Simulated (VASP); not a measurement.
All values below come from PBE GGA, VASP's PBE PAW potentials (set 64) (plane waves; VASP).

VASP input:

**INCAR**
```
# general
SYSTEM  = NbAs
PREC    = Accurate
ENCUT   = 300
LREAL   = .FALSE.
LASPH   = .TRUE.

# electronic loop
EDIFF   = 1E-6
NELM    = 100
ALGO    = Normal
LMAXMIX = 4

# smearing
ISMEAR  = 0
SIGMA   = 0.05

# functional
GGA     = PE

# ions
ISIF    = 2

# output
LWAVE   = .FALSE.
LCHARG  = .FALSE.
```

KPOINTS:
```
Automatic mesh
0
Gamma
  8 8 7
0 0 0
```

### POSCAR
```
NbAs
7.0821960
  0.5000000000   0.0000000000   0.0000000000
 -0.2500000000   0.4330127266   0.0000000000
  0.0000000000   0.0000000000   0.4879751987
Nb As
1 1
Cartesian
  0.0000000000   0.0000000000   0.0000000000
  0.2500002500   0.1443374312   0.2439875993
```

POTCAR, in this order: Nb_sv As (PBE.64 set). Program: vasp_std.

Output

File OSZICAR:
```
       N       E                     dE             d eps       ncg     rms          rms(c)
DAV:   1     0.887528181658E+02    0.88753E+02   -0.71246E+03  1064   0.891E+02
DAV:   2    -0.128361907533E+02   -0.10159E+03   -0.99295E+02  1355   0.312E+02
DAV:   3    -0.171462937068E+02   -0.43101E+01   -0.42651E+01  1604   0.533E+01
DAV:   4    -0.172971884764E+02   -0.15089E+00   -0.15065E+00  1464   0.101E+01
DAV:   5    -0.173021731667E+02   -0.49847E-02   -0.49828E-02  1689   0.160E+00    0.748E+00
DAV:   6    -0.162084804553E+02    0.10937E+01   -0.38749E+00  1670   0.174E+01    0.217E+00
DAV:   7    -0.161972450210E+02    0.11235E-01   -0.11534E-01  1258   0.291E+00    0.123E+00
DAV:   8    -0.161903531322E+02    0.68919E-02   -0.23753E-02  1451   0.118E+00    0.212E-01
DAV:   9    -0.161904807921E+02   -0.12766E-03   -0.17840E-03  1748   0.320E-01    0.105E-01
DAV:  10    -0.161905059603E+02   -0.25168E-04   -0.14002E-04  1472   0.140E-01    0.169E-02
DAV:  11    -0.161904968150E+02    0.91454E-05   -0.10019E-05  1563   0.354E-02    0.817E-03
DAV:  12    -0.161905021948E+02   -0.53799E-05   -0.95570E-07   837   0.109E-02    0.238E-03
DAV:  13    -0.161905019178E+02    0.27706E-06   -0.20968E-07   710   0.545E-03
   1 F= -.16190502E+02 E0= -.16189931E+02  d E =-.114198E-02
```

OUTCAR:
```
------------------------ aborting loop because EDIFF is reached ----------------------------------------
  FORCE on cell =-STRESS in cart. coord.  units (eV):
  Direction    XX          YY          ZZ          XY          YZ          ZX
  --------------------------------------------------------------------------------------
  Total       -1.9972725     -1.9972727     -1.3347552      0.0000000     -0.0000000      0.0000000
  in kB      -85.2659564    -85.2659661    -56.9822992      0.0000000     -0.0000000      0.0000000
  external PRESSURE =     -75.8380739 kB  Pullay stress =       0.0000000 kB
  volume of cell :       37.53
      direct lattice vectors                 reciprocal lattice vectors
     3.541098000  0.000000000  0.000000000     0.282398284  0.163042716  0.000000000
    -1.770549000  3.066681000  0.000000000     0.000000000  0.326085432  0.000000000
     0.000000000  0.000000000  3.455936000     0.000000000  0.000000000  0.289357210
 POSITION                                       TOTAL-FORCE (eV/Angst)
 -----------------------------------------------------------------------------------
      0.00000      0.00000      0.00000        -0.000000      0.000000      0.000000
      1.77055      1.02223      1.72797         0.000000     -0.000000      0.000000
 -----------------------------------------------------------------------------------
    total drift:                               -0.000241      0.000137     -0.000000
  FREE ENERGIE OF THE ION-ELECTRON SYSTEM (eV)
  ---------------------------------------------------
  free  energy   TOTEN  =       -16.1905019178 eV

  energy  without entropy=      -16.1893599368  energy(sigma->0) =      -16.18993093
```
(Selected blocks of OUTCAR.)

File OUTCAR:
```
 val. band max:        8.5689289956   @ k =   0.1250   0.0000   0.4286

 cond. band min:       8.5804310209   @ k =   0.0000   0.0000   0.2857


 Fermi energy:         8.5704446681

 k-point     1 :       0.0000    0.0000    0.0000
  band No.  band energies     occupation
      1     -46.5856      2.00000
      2     -22.6424      2.00000
      3     -22.5489      2.00000
      4     -22.5489      2.00000
      5      -4.0571      2.00000
      6       6.2830      2.00000
      7       6.5388      2.00000
      8       6.5389      2.00000
      9       8.5217      1.83213
     10       9.8915      0.00000
     11       9.8915      0.00000
     12      12.8594      0.00000
     13      12.9369      0.00000

 k-point     2 :       0.1250    0.0000    0.0000
  band No.  band energies     occupation
      1     -46.5835      2.00000
      2     -22.6384      2.00000
      3     -22.5792      2.00000
      4     -22.5561      2.00000
      5      -3.8481      2.00000
      6       5.7716      2.00000
      7       6.6180      2.00000
      8       6.7126      2.00000
      9       7.7915      2.00000
     10       9.8245      0.00000
     11      10.8314      0.00000
     12      11.7695      0.00000
     13      12.4447      0.00000

 k-point     3 :       0.2500    0.0000    0.0000
  band No.  band energies     occupation
      1     -46.5783      2.00000
      2     -22.6510      2.00000
      3     -22.6287      2.00000
      4     -22.5731      2.00000
      5      -3.2844      2.00000
      6       4.5836      2.00000
      7       6.8607      2.00000
      8       6.9287      2.00000
      9       7.1657      2.00000
     10       9.6697      0.00000
     11      10.7704      0.00000
     12      11.6903      0.00000
     13      12.1972      0.00000

 k-point     4 :       0.3750   -0.0000    0.0000
  band No.  band energies     occupation
      1     -46.5728      2.00000
      2     -22.7212      2.00000
      3     -22.6184      2.00000
...
```

At this cut-off the stress carries a Pulay error, which pulls relaxed volumes low.

The structure was generated: NbAs was put into the WC type (P-6m2), which need not be its known phase. The cell was not relaxed at this level. The run is one of a series of settings (ENCUT = 300 against the base run), some of them coarse on purpose.
